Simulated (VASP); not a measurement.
An input for Quantum ESPRESSO's pw.x (written as the equivalent of a VASP run, and not itself run):

```
&CONTROL
  calculation = 'scf'
  pseudo_dir = './pseudo'
  outdir = './out'
  tprnfor = .true.
  tstress = .false.
/
&SYSTEM
  ibrav = 0
  nat = 2
  ntyp = 2
  ecutwfc = 84
  occupations = 'smearing'
  smearing = 'gaussian'
  degauss = 0.003675
  input_dft = 'pbe0'
  nqx1 = 8
  nqx2 = 8
  nqx3 = 8
/
&ELECTRONS
  conv_thr = 7.3e-08
  electron_maxstep = 60
/
ATOMIC_SPECIES
  B 10.810 B.upf
  As 74.922 As.upf
CELL_PARAMETERS angstrom
     0.0000000    2.3336883    2.3336883
     2.3336883    0.0000000    2.3336883
     2.3336883    2.3336883    0.0000000
ATOMIC_POSITIONS crystal
  B    0.0000000  0.0000000  0.0000000
  As   0.2500000  0.2500000  0.2500000
K_POINTS automatic
  8 8 8 0 0 0
```

Question: Write the VASP files for the same calculation (PBE0).

Answer: This is not unique; one that fits is 
### KPOINTS
```
Automatic mesh
0
Gamma
8 8 8
```

### POSCAR
```
BAs
1
    0.0000000000     2.3336882550     2.3336882550
    2.3336882550     0.0000000000     2.3336882550
    2.3336882550     2.3336882550     0.0000000000
B As
1 1
Direct
  0.0000000000   0.0000000000   0.0000000000
  0.2500000000   0.2500000000   0.2500000000
```

### INCAR
```
SYSTEM=BAs
PREC=Accurate; ENCUT=520; LREAL=F
LASPH=T; ISYM=3
EDIFF=1E-6; NELM=60; ALGO=Normal
LMAXMIX=4
ISMEAR=0; SIGMA=0.05
GGA=PE; LHFCALC=T; AEXX=0.25
HFRCUT=-1; PRECFOCK=Fast
ISIF=2
LWAVE=F; LCHARG=F
```

POTCAR, in this order: B As (PBE.64 set). Program: vasp_std. Read from the step before: WAVECAR.

Limits of the translation: the potentials are each code's own (VASP's PAW set, PseudoDojo norm-conserving files in pw.x), so ENCUT and ecutwfc are chosen apart and not converted; conv_thr bounds pw.x's estimated SCF error, while EDIFF bounds the energy change between steps; the singularity of exact exchange is treated differently by default.

The compound is BAs in the zinc blende structure. This cell is one point of a volume scan, at 0.91 of the reference volume.
